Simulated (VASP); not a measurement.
Data:

```
CELL_PARAMETERS angstrom
      0.00000     3.11288     3.11288
      3.11288     0.00000     3.11288
      3.11288     3.11288     0.00000
ATOMIC_POSITIONS crystal
  Ba 0.00000 0.00000 0.00000
  F  0.25000 0.25000 0.25000
  F  0.75000 0.75000 0.75000
```

The numbers are results of r2SCAN meta-GGA, VASP's PBE PAW potentials (set 64) (plane waves; VASP 6.6.1), not measurements. Run with 520 eV cut-off, 7×7×7 Γ-centred mesh, tetrahedra with Blöchl corrections, potentials Ba_sv F.

Unless said otherwise, spin-orbit coupling is left out, though it shifts the bands of the heavy elements here.

Question: Predict the energy per atom (σ→0), band gap (over mesh and band path) with the smallest direct gap where there is one.

Answer: 
The band gap (over mesh and band path) comes out as 7.27 eV and the smallest direct gap (over mesh and band path) comes out as 7.35 eV. The energy per atom (σ→0) is -15.021 eV/atom.

Total energies compare only between runs with the same potentials, cut-off and functional.

The compound is BaF2 in the fluorite structure. It was relaxed first.
